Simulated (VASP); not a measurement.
Given:

```yaml
crystal:
  lattice:
    - [0.00000, 2.84158, 2.84158]
    - [2.84158, 0.00000, 2.84158]
    - [2.84158, 2.84158, 0.00000]
  atoms:
    - { symbol: Li, position: [0.25000, 0.25000, 0.25000] }
    - { symbol: Li, position: [0.75000, 0.75000, 0.75000] }
    - { symbol: S, position: [0.00000, 0.00000, 0.00000] }
```

Level of theory: r2SCAN meta-GGA, VASP's PBE PAW potentials (set 64) (plane waves; VASP 6.6.1). Run with 600 eV cut-off, 6×6×6 Γ-centred mesh, Gaussian smearing of 0.050 eV, potentials Li_sv S.

Task: Predict the energy per atom (σ→0), band gap (on the k-mesh) with the smallest direct gap where there is one.

Result: 
The band gap (on the k-mesh) is 3.85 eV and the smallest direct gap (on the k-mesh) is 5.07 eV. The energy per atom (σ→0) is -5.795 eV/atom.

The compound is Li2S in the antifluorite structure. It was relaxed first.
